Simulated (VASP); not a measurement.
Calculation: PBE GGA with D3 dispersion (zero damping), VASP's PBE PAW potentials (set 64) (plane waves; VASP 6.6.1).

The input files of a VASP run:

POSCAR:
```
TiO2
1.0
  4.6222862300   0.0000000000   0.0000000000
  0.0000000000   4.6222862300   0.0000000000
  0.0000000000   0.0000000000   2.9625362228
Ti O
2 4
direct
  0.0000000000   1.0000000000   1.0000000000
  0.5000000000   0.5000000000   0.5000000000
  0.3045384180   0.3045384180   1.0000000000
  0.8045384180   0.1954615820   0.5000000000
  0.1954615820   0.8045384180   0.5000000000
  0.6954615820   0.6954615820   0.0000000000
```

### INCAR
```
SIGMA=0.05   # width (eV)
ISMEAR=0
NELM=100
NSW=60   # most ionic steps
LWAVE=.FALSE.
LCHARG=.FALSE.
IBRION=2
SYSTEM=TiO2
IVDW=11
EDIFFG=-0.02   # ionic stop
EDIFF=1E-6   # SCF stop (eV)
ISIF=3
ENCUT=520   # plane-wave cut-off (eV)
LMAXMIX=4
GGA=PE
ALGO=Normal   # blocked Davidson
PREC=Accurate
LASPH=.TRUE.   # aspherical one-centre terms
LREAL=.FALSE.
```

KPOINTS:
```
Automatic mesh
0
Gamma
5 5 7
0 0 0
```

POTCAR, in this order: Ti_sv O (PBE.64 set). Program: vasp_std.

The resulting files:

File OSZICAR:
```
       N       E                     dE             d eps       ncg     rms          rms(c)
DAV:   1     0.681297109737E+03    0.68130E+03   -0.25158E+04  1344   0.201E+03
DAV:   2     0.501788780469E+02   -0.63112E+03   -0.61080E+03  1416   0.585E+02
DAV:   3    -0.656787230455E+02   -0.11586E+03   -0.11277E+03  2104   0.216E+02
DAV:   4    -0.710358503264E+02   -0.53571E+01   -0.53420E+01  1796   0.491E+01
DAV:   5    -0.712526983334E+02   -0.21685E+00   -0.21679E+00  1904   0.837E+00    0.320E+01
DAV:   6    -0.542015950887E+02    0.17051E+02   -0.12021E+02  1604   0.104E+02    0.121E+01
DAV:   7    -0.538211956303E+02    0.38040E+00   -0.18178E+01  1672   0.337E+01    0.778E+00
DAV:   8    -0.539050037157E+02   -0.83808E-01   -0.52253E+00  1660   0.206E+01    0.473E+00
DAV:   9    -0.536591001496E+02    0.24590E+00   -0.22582E+00  1696   0.129E+01    0.117E+00
DAV:  10    -0.536696725602E+02   -0.10572E-01   -0.13378E-01  1684   0.278E+00    0.245E-01
DAV:  11    -0.536693750267E+02    0.29753E-03   -0.70937E-03  1732   0.626E-01    0.825E-02
DAV:  12    -0.536694408425E+02   -0.65816E-04   -0.59580E-04  1868   0.205E-01    0.805E-02
DAV:  13    -0.536693731006E+02    0.67742E-04   -0.38945E-04  1836   0.161E-01    0.844E-03
DAV:  14    -0.536693753383E+02   -0.22377E-05   -0.14952E-05  1800   0.296E-02    0.669E-03
DAV:  15    -0.536693754085E+02   -0.70230E-07   -0.16346E-06  1056   0.134E-02
   1 F= -.54736559E+02 E0= -.54736559E+02  d E =-.547366E+02
       N       E                     dE             d eps       ncg     rms          rms(c)
DAV:   1    -0.536721173051E+02   -0.27420E-02   -0.62773E-02  1436   0.283E+00    0.292E-01
DAV:   2    -0.536712554349E+02    0.86187E-03   -0.57794E-03  1828   0.783E-01    0.153E-01
DAV:   3    -0.536709068291E+02    0.34861E-03   -0.18656E-03  1700   0.277E-01    0.638E-02
DAV:   4    -0.536708605192E+02    0.46310E-04   -0.48807E-04  2100   0.169E-01    0.383E-02
DAV:   5    -0.536708627328E+02   -0.22137E-05   -0.40608E-05  1704   0.608E-02    0.208E-02
DAV:   6    -0.536708676752E+02   -0.49423E-05   -0.20519E-05  2224   0.295E-02    0.772E-03
DAV:   7    -0.536708678159E+02   -0.14077E-06   -0.11447E-06  1072   0.902E-03
   2 F= -.54736749E+02 E0= -.54736749E+02  d E =-.190775E-03
```

File OUTCAR:
```
------------------------ aborting loop because EDIFF is reached ----------------------------------------
 Edisp (eV)   -1.06588
  FORCE on cell =-STRESS in cart. coord.  units (eV):
  Direction    XX          YY          ZZ          XY          YZ          ZX
  --------------------------------------------------------------------------------------
  Total      -0.02679    -0.02679    -0.10199     0.00000     0.00000     0.00000
  in kB      -0.67702    -0.67702    -2.57741     0.00000     0.00000     0.00000
  external pressure =       -1.31 kB  Pullay stress =        0.00 kB
  volume of cell :       63.40
      direct lattice vectors                 reciprocal lattice vectors
     4.627674147  0.000000000  0.000000000     0.216091274  0.000000000  0.000000000
    -0.000000000  4.627674147  0.000000000    -0.000000000  0.216091274  0.000000000
     0.000000000  0.000000000  2.960435805     0.000000000  0.000000000  0.337788105
 POSITION                                       TOTAL-FORCE (eV/Angst)
 -----------------------------------------------------------------------------------
      0.00000      0.00000      0.00000        -0.000000      0.000000     -0.000000
      2.31384      2.31384      1.48022        -0.000000      0.000000     -0.000000
      1.40916      1.40916      2.96044         0.004871      0.004871      0.000000
      3.72300      0.90468      1.48022         0.004871     -0.004871     -0.000000
      0.90468      3.72300      1.48022        -0.004871      0.004871     -0.000000
      3.21852      3.21852      0.00000        -0.004871     -0.004871     -0.000000
 -----------------------------------------------------------------------------------
    total drift:                                0.000000      0.000000     -0.000000
  FREE ENERGIE OF THE ION-ELECTRON SYSTEM (eV)
  ---------------------------------------------------
  free  energy   TOTEN  =       -54.7367494275 eV

  energy  without entropy=      -54.7367494275  energy(sigma->0) =      -54.73674943

 reached required accuracy - stopping structural energy minimisation
```
(Selected blocks of OUTCAR.)

File CONTCAR:
```
TiO2
   1.00000000000000
     4.6276741466662683    0.0000000000000000    0.0000000000000000
    -0.0000000000000000    4.6276741466662683    0.0000000000000000
     0.0000000000000000    0.0000000000000000    2.9604358053199040
  Ti              O
     2     4
Direct
     0.0000000000000000    0.0000000000000000    0.0000000000000000
     0.5000000000000000    0.5000000000000000    0.5000000000000000
     0.3045069179926148    0.3045069179926148    1.0000000000000000
     0.8045069179926148    0.1954930820073852    0.5000000000000000
     0.1954930820073852    0.8045069179926148    0.5000000000000000
     0.6954930820073852    0.6954930820073852    0.0000000000000000
```

**OUTCAR**
```
 val. band max:        4.6780376837   @ k =   0.0000   0.0000   0.0000

 cond. band min:       6.5030735068   @ k =   0.0000   0.0000   0.0000


 Fermi energy:         5.0053807917

 k-point     1 :       0.0000    0.0000    0.0000
  band No.  band energies     occupation
      1     -52.2806      2.00000
      2     -52.2650      2.00000
      3     -28.5736      2.00000
      4     -28.5736      2.00000
      5     -28.4192      2.00000
      6     -28.4192      2.00000
      7     -28.3759      2.00000
      8     -28.3452      2.00000
      9     -13.4487      2.00000
     10     -12.3071      2.00000
     11     -11.6159      2.00000
     12     -11.6159      2.00000
     13      -1.0144      2.00000
     14      -0.5818      2.00000
     15      -0.1339      2.00000
     16       0.9356      2.00000
     17       0.9356      2.00000
     18       2.1427      2.00000
     19       2.1427      2.00000
     20       2.7519      2.00000
     21       3.9938      2.00000
     22       4.2305      2.00000
     23       4.2305      2.00000
     24       4.6780      2.00000
     25       6.5031      0.00000
     26       6.7807      0.00000
     27       7.0514      0.00000
     28       7.1406      0.00000

 k-point     2 :       0.2000    0.0000    0.0000
  band No.  band energies     occupation
      1     -52.2791      2.00000
      2     -52.2665      2.00000
      3     -28.5620      2.00000
      4     -28.5610      2.00000
      5     -28.4332      2.00000
      6     -28.4321      2.00000
      7     -28.3729      2.00000
      8     -28.3481      2.00000
      9     -13.3152      2.00000
     10     -12.3238      2.00000
     11     -11.7369      2.00000
     12     -11.6641      2.00000
     13      -0.7716      2.00000
     14      -0.4333      2.00000
     15       0.1208      2.00000
     16       0.9504      2.00000
     17       0.9602      2.00000
     18       1.9166      2.00000
     19       2.0708      2.00000
     20       2.7760      2.00000
...
```

The compound is TiO2 in the rutile structure. This run relaxes it. Symmetry was kept, so distortions that lower it aren't found. The start is the result of an earlier pass.
